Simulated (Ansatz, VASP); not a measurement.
CdCu3Mo: VASP beside Ansatz

File INCAR:

```
PREC     = Accurate       # precision mode
ENCUT    = 600            # plane-wave cutoff, eV
EDIFF    = 1E-7           # SCF threshold, eV
ISMEAR   = 0              # smearing method
SIGMA    = 0.2            # smearing width, eV
LREAL    = False          # projectors in reciprocal space
LASPH    = True           # aspherical terms in the spheres
NELM     = 100            # most SCF steps
ALGO     = Normal         # electronic algorithm
ISIF     = 3              # what is computed and relaxed
LWAVE    = False          # write WAVECAR
LCHARG   = False          # write CHGCAR
GGA      = PE             # functional
IBRION   = 2              # ionic algorithm
NSW      = 36             # ionic steps
EDIFFG   = -0.08          # ionic threshold
```

Contents of KPOINTS:

```
Automatic mesh
0
Gamma
  4 4 4
```

File POSCAR:

```
CdCu3Mo
1.0
    4.7808180500      0.0000000000      0.0000000000
   -2.3904090300      4.1403098800      0.0000000000
    0.0000000000      0.0000000000      4.4592496100
Cd Cu Mo
1 3 1
Direct
    0.0000000000      0.0000000000      0.0000000000
    0.5000000000      0.0000000000      0.5000000000
    0.0000000000      0.5000000000      0.5000000000
    0.5000000000      0.5000000000      0.5000000000
    0.0000000000      0.0000000000      0.5000000000
```

Input for Ansatz:

```yaml
crystal:
  lattice:
    - [4.78081805, 0.0, 0.0]
    - [-2.39040903, 4.14030988, 0.0]
    - [0.0, 0.0, 4.45924961]
  atoms:
    - { symbol: Cd, position: [0.0, 0.0, 0.0] }
    - { symbol: Cu, position: [0.5, 0.0, 0.5] }
    - { symbol: Cu, position: [0.0, 0.5, 0.5] }
    - { symbol: Cu, position: [0.5, 0.5, 0.5] }
    - { symbol: Mo, position: [0.0, 0.0, 0.5] }
basis:
  ecutwfc: 420
kpoints:
  mp_grid: { grid: [4, 4, 4] }
hamiltonian:
  xc: pbe
scf:
  occupations: { method: gaussian, width: 0.2 }
  lower_state_search: "off"
output:
  forces: true
  stress: true
  eigenvalues: true
relax:
  adjacent_minimum: "off"
  f_tol: 0.08
  max_steps: 16
  cell: { stress_tol: 0.8 }
```

Alike in both runs: task relaxation of cell and atoms; functional PBE; k mesh 4 × 4 × 4; occupations gaussian, width 0.2 eV; no spin polarisation.

```csv
,VASP,Ansatz
version,VASP 6.6.1,Ansatz 0.2.0
potentials or method,"VASP PAW PBE potentials, release 64 (Cd, Cu, Mo_sv)","scalar-relativistic, plane waves, PAW"
plane-wave cutoff (eV),600,420
valence electrons in the cell,59,91
```

Ansatz gave:

- gap on the k mesh at the Fermi level, each at its own relaxed structure (eV): none
- relaxed volume (Å³/atom): 23.45
- relaxed cell length with the largest relative difference (Å): 4.969
- energy change over the relaxation (meV/atom): -595

Task: What did VASP give for the same quantities?

Result: gap on the k mesh at the Fermi level, each at its own relaxed structure (eV): none; relaxed volume (Å³/atom): 23.51; relaxed cell length with the largest relative difference (Å): 4.977; energy change over the relaxation (meV/atom): -622.

A gap of «none» marks a metal or a gap that the smearing closes. The two sets of potentials don't hold the same shells in valence.

Caveats: the k mesh is coarse (spacing up to 0.38 Å⁻¹), so the values aren't converged; the volume moved by over 15 % at a fixed basis, so the end points are rough (VASP).
